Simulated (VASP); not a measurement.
Output of a VASP run:

File OUTCAR:
```
 ion  position               nearest neighbor table
   1  0.000  0.000  0.000-   2 2.03   2 2.03   2 2.03   2 2.03
   2  0.250  0.250  0.250-   1 2.03   1 2.03   1 2.03   1 2.03
  LATTYP: Found a face centered cubic cell.
 ALAT       =     4.6844000000
 Subroutine PRICEL returns:
 Original cell was already a primitive cell.
 Subroutine GETGRP returns: Found 24 space group operations
The static configuration has the point symmetry T_d .
The dynamic configuration has the point symmetry T_d .
 Subroutine INISYM returns: Found 24 space group operations
 Subroutine IBZKPT returns following result:
 Found     29 irreducible k-points:

 Following reciprocal coordinates:
            Coordinates               Weight
  0.000000  0.000000  0.000000      1.000000
  0.125000  0.000000  0.000000      8.000000
  0.250000  0.000000  0.000000      8.000000
  0.375000  0.000000  0.000000      8.000000
  0.500000  0.000000  0.000000      4.000000
  0.125000  0.125000  0.000000      6.000000
  0.250000  0.125000  0.000000     24.000000
  0.375000  0.125000  0.000000     24.000000
  0.500000  0.125000  0.000000     24.000000
 -0.375000  0.125000  0.000000     24.000000
 -0.250000  0.125000  0.000000     24.000000
 -0.125000  0.125000  0.000000     12.000000
  0.250000  0.250000  0.000000      6.000000
  0.375000  0.250000  0.000000     24.000000
  0.500000  0.250000  0.000000     24.000000
 -0.375000  0.250000  0.000000     24.000000
 -0.250000  0.250000  0.000000     12.000000
  0.375000  0.375000  0.000000      6.000000
  0.500000  0.375000  0.000000     24.000000
 -0.375000  0.375000  0.000000     12.000000
  0.500000  0.500000  0.000000      3.000000
  0.375000  0.250000  0.125000     24.000000
  0.500000  0.250000  0.125000     48.000000
 -0.375000  0.250000  0.125000     24.000000
  0.500000  0.375000  0.125000     24.000000
 -0.375000  0.375000  0.125000     48.000000
 -0.250000  0.375000  0.125000     24.000000
 -0.375000  0.500000  0.125000     12.000000
 -0.250000  0.500000  0.250000      6.000000
   k-points           NKPTS =     29   k-points in BZ     NKDIM =     29   number of bands    NBANDS=      8
   number of dos      NEDOS =    301   number of ions     NIONS =      2
   total plane-waves  NPLWV =  13824
   dimension x,y,z NGX =    24 NGY =   24 NGZ =   24
   dimension x,y,z NGXF=    48 NGYF=   48 NGZF=   48
   ions per type =               1   1
   PREC   = accura    normal or accurate (medium, high low for compatibility)
   ISTART =      0    job   : 0-new  1-cont  2-samecut
   ICHARG =      2    charge: 1-file 2-atom 10-const
   ISPIN  =      1    spin polarized calculation?
   LNONCOLLINEAR =      F non collinear calculations
   LSORBIT =      F    spin-orbit coupling
   INIWAV =      1    electr: 0-lowe 1-rand  2-diag
   ENCUT  =  400.0 eV  29.40 Ry    5.42 a.u.   5.40  5.40  5.40*2*pi/ulx,y,z
   NELM   =    100;   NELMIN=  2; NELMDL= -5     # of ELM steps
   EDIFF  = 0.1E-05   stopping-criterion for ELM
   LREAL  =      F    real-space projection
   NLSPLINE    = F    spline interpolate recip. space projectors
   LMAXMIX     =    4 max onsite mixed and CHGCAR
   VOSKOWN=      0    Vosko Wilk Nusair interpolation
   EDIFFG = 0.1E-04   stopping-criterion for IOM
   NSW    =      0    number of steps for IOM
   NBLOCK =      1;   KBLOCK =      1    inner block; outer block
   IBRION =     -1    ionic relax: 0-MD 1-quasi-New 2-CG
   NFREE  =      0    steps in history (QN), initial steepest desc. (CG)
   ISIF   =      2    stress and relaxation
   ISYM   =      2    0-nonsym 1-usesym 2-fastsym
   TEIN   =    0.0    initial temperature
   TEBEG  =    0.0;   TEEND  =   0.0 temperature during run
   SMASS  =  -3.00    Nose mass-parameter (am)
   PSTRESS=    0.0 pullay stress
   NELECT =       8.0000    total number of electrons
   EFERMI =   0.00;   METHOD = LEGACY
   ISMEAR =    -1;   SIGMA  =   0.05  broadening in eV -4-tet -1-fermi 0-gaus
   IALGO  =     38    algorithm
...
```

### OSZICAR
```
       N       E                     dE             d eps       ncg     rms          rms(c)
DAV:   1     0.913991052353E+01    0.91399E+01   -0.34895E+03   464   0.720E+02
DAV:   2    -0.118425827675E+02   -0.20982E+02   -0.20294E+02   712   0.980E+01
DAV:   3    -0.120860539523E+02   -0.24347E+00   -0.24347E+00   520   0.140E+01
DAV:   4    -0.120863898900E+02   -0.33594E-03   -0.33594E-03   696   0.547E-01
DAV:   5    -0.120863899911E+02   -0.10110E-06   -0.10135E-06   504   0.643E-03    0.537E+00
DAV:   6    -0.114074126359E+02    0.67898E+00   -0.20628E+00   488   0.760E+00    0.265E+00
DAV:   7    -0.113327021295E+02    0.74711E-01   -0.26112E-01   648   0.304E+00    0.100E+00
DAV:   8    -0.113249540894E+02    0.77480E-02   -0.22643E-02   496   0.106E+00    0.130E-01
DAV:   9    -0.113252917870E+02   -0.33770E-03   -0.55864E-04   576   0.200E-01    0.776E-02
DAV:  10    -0.113254691535E+02   -0.17737E-03   -0.28109E-04   576   0.125E-01    0.175E-02
DAV:  11    -0.113254743305E+02   -0.51770E-05   -0.10157E-05   656   0.256E-02    0.162E-02
DAV:  12    -0.113254736494E+02    0.68107E-06   -0.23528E-06   496   0.106E-02
   1 F= -.11325474E+02 E0= -.11325474E+02  d E =-.253798E-06
```

OUTCAR:
```
------------------------ aborting loop because EDIFF is reached ----------------------------------------
  FORCE on cell =-STRESS in cart. coord.  units (eV):
  Direction    XX          YY          ZZ          XY          YZ          ZX
  --------------------------------------------------------------------------------------
  Total        2.0964434      2.0964434      2.0964434      0.0000000      0.0000000     -0.0000000
  in kB      130.7048773    130.7048773    130.7048773      0.0000000      0.0000000     -0.0000000
  external PRESSURE =     130.7048773 kB  Pullay stress =       0.0000000 kB
  volume of cell :       25.70
      direct lattice vectors                 reciprocal lattice vectors
     0.000000000  2.342200000  2.342200000    -0.213474511  0.213474511  0.213474511
     2.342200000  0.000000000  2.342200000     0.213474511 -0.213474511  0.213474511
     2.342200000  2.342200000  0.000000000     0.213474511  0.213474511 -0.213474511
  FREE ENERGIE OF THE ION-ELECTRON SYSTEM (eV)
  ---------------------------------------------------
  free  energy   TOTEN  =       -11.3254736494 eV

  energy  without entropy=      -11.3254733956  energy(sigma->0) =      -11.32547352
```
(Selected blocks of OUTCAR.)

**POSCAR**
```
BAs
1
    0.0000000000     2.3422000000     2.3422000000
    2.3422000000     0.0000000000     2.3422000000
    2.3422000000     2.3422000000     0.0000000000
B As
1 1
Direct
  0.0000000000   0.0000000000   0.0000000000
  0.2500000000   0.2500000000   0.2500000000
```

Task: Reconstruct the remaining input files.

Result: This is not unique; one that fits is the input of the run itself, PBE GGA, plane waves, VASP's PBE PAW potentials (set 64).

### KPOINTS
```
Automatic mesh
0
Gamma
8 8 8
0 0 0
```

INCAR:
```
LASPH = .TRUE.   ! aspherical one-centre terms
ENCUT = 400
ISMEAR = -1   ! Fermi-Dirac
ISIF = 2   ! forces and stress, cell fixed
LWAVE = .FALSE.
GGA = PE
SIGMA = 0.05   ! width (eV)
LCHARG = .FALSE.
NELM = 100   ! most electronic steps
LREAL = .FALSE.   ! projection in real space or not
LMAXMIX = 4   ! l cut-off of mixed one-centre charges
PREC = Accurate
ALGO = Normal
SYSTEM = BAs
EDIFF = 1E-6
```

POTCAR, in this order: B As (PBE.64 set). Program: vasp_std.

At this cut-off the stress carries a Pulay error, which pulls relaxed volumes low.

The structure is a typed BAs crystal (F-43m). The cell was not relaxed at this level, and its volume differs by -5.9 % from the start's.
